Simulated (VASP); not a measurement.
Level of theory: PBE GGA with D3 dispersion (zero damping), VASP's PBE PAW potentials (set 64) (plane waves; VASP).

A VASP calculation is set up with these files.

### INCAR
```
! general
SYSTEM  = CdTe
PREC    = Accurate
ENCUT   = 520   ! plane-wave cut-off (eV)
LREAL   = .FALSE.   ! projection in real space or not
LASPH   = .TRUE.
ICHARG  = 11

! electronic loop
EDIFF   = 1E-7   ! SCF stop (eV)
NELM    = 100   ! most electronic steps
ALGO    = Normal   ! blocked Davidson
LMAXMIX = 4

! smearing
ISMEAR  = 0
SIGMA   = 0.05

! functional
GGA     = PE   ! PBE
IVDW    = 11   ! D3, zero damping

! output
LWAVE   = .FALSE.
LCHARG  = .FALSE.
LORBIT  = 11
```

KPOINTS:
```
k-points along high-symmetry lines
15
Line-mode
Reciprocal
  0.000000   0.000000   0.000000 ! GAMMA
 -0.500000  -0.500000   0.000000 ! X

 -0.500000  -0.500000   0.000000 ! X
 -0.375000  -0.375000   0.250000 ! U

 -0.375000  -0.000000   0.375000 ! K
  0.000000   0.000000   0.000000 ! GAMMA

  0.000000   0.000000   0.000000 ! GAMMA
  0.000000   0.000000   0.500000 ! L

  0.000000   0.000000   0.500000 ! L
 -0.500000  -0.250000   0.250000 ! W

 -0.500000  -0.250000   0.250000 ! W
 -0.500000  -0.500000   0.000000 ! X
```

**POSCAR**
```
CdTe
1
    0.0000000000     3.2666962111     3.2666962111
    3.2666962111     0.0000000000     3.2666962111
    3.2666962111     3.2666962111     0.0000000000
Cd Te
1 1
Direct
  0.0000000000   0.0000000000   0.0000000000
  0.2500000000   0.2500000000   0.2500000000
```

POTCAR, in this order: Cd Te (PBE.64 set). Program: vasp_std. Read from the step before: CHGCAR.

Output of the run:

File OSZICAR:
```
       N       E                     dE             d eps       ncg     rms          rms(c)
DAV:   1     0.101450035492E+03    0.10145E+03   -0.84336E+03  2348   0.119E+03
DAV:   2     0.914645097000E-01   -0.10136E+03   -0.97202E+02  2705   0.277E+02
DAV:   3    -0.386194514454E+01   -0.39534E+01   -0.39067E+01  2810   0.566E+01
DAV:   4    -0.390016561962E+01   -0.38220E-01   -0.38214E-01  3348   0.496E+00
DAV:   5    -0.390032562374E+01   -0.16000E-03   -0.16000E-03  2780   0.266E-01
DAV:   6    -0.390033027714E+01   -0.46534E-05   -0.46534E-05  3307   0.297E-02
DAV:   7    -0.390033030657E+01   -0.29434E-07   -0.29434E-07  2419   0.227E-03
   1 F= -.44223568E+01 E0= -.44223568E+01  d E =-.320445E-12
```

OUTCAR:
```
 val. band max:        2.1303224351   @ k =   0.0000   0.0000   0.0000

 cond. band min:       2.8284346249   @ k =   0.0000   0.0000   0.0000



 k-point     1 :       0.0000    0.0000    0.0000
  band No.  band energies     occupation
      1      -8.9074      2.00000
      2      -6.0756      2.00000
      3      -6.0756      2.00000
      4      -6.0756      2.00000
      5      -5.8326      2.00000
      6      -5.8326      2.00000
      7       2.1303      2.00000
      8       2.1303      2.00000
      9       2.1303      2.00000
     10       2.8284      0.00000
     11       6.7485      0.00000
     12       6.7485      0.00000
     13       6.7485      0.00000

 k-point     2 :      -0.0357   -0.0357    0.0000
  band No.  band energies     occupation
      1      -8.9011      2.00000
      2      -6.0739      2.00000
      3      -6.0739      2.00000
      4      -6.0719      2.00000
      5      -5.8332      2.00000
      6      -5.8322      2.00000
      7       1.9055      2.00000
      8       2.0972      2.00000
      9       2.0972      2.00000
     10       3.0579      0.00000
     11       6.6824      0.00000
     12       6.7972      0.00000
     13       6.7972      0.00000

 k-point     3 :      -0.0714   -0.0714    0.0000
  band No.  band energies     occupation
      1      -8.8826      2.00000
      2      -6.0688      2.00000
      3      -6.0688      2.00000
      4      -6.0609      2.00000
      5      -5.8348      2.00000
      6      -5.8312      2.00000
      7       1.5108      2.00000
      8       2.0028      2.00000
      9       2.0028      2.00000
     10       3.4638      0.00000
     11       6.5098      0.00000
     12       6.9385      0.00000
     13       6.9385      0.00000

 k-point     4 :      -0.1071   -0.1071    0.0000
  band No.  band energies     occupation
      1      -8.8528      2.00000
      2      -6.0605      2.00000
      3      -6.0605      2.00000
      4      -6.0422      2.00000
...
```

The density is held fixed in this step, so its total energy and stress have no physical meaning. Unless said otherwise, spin-orbit coupling is left out, though it shifts the bands of the heavy elements here.

The compound is CdTe in the zinc blende structure. It was relaxed first.
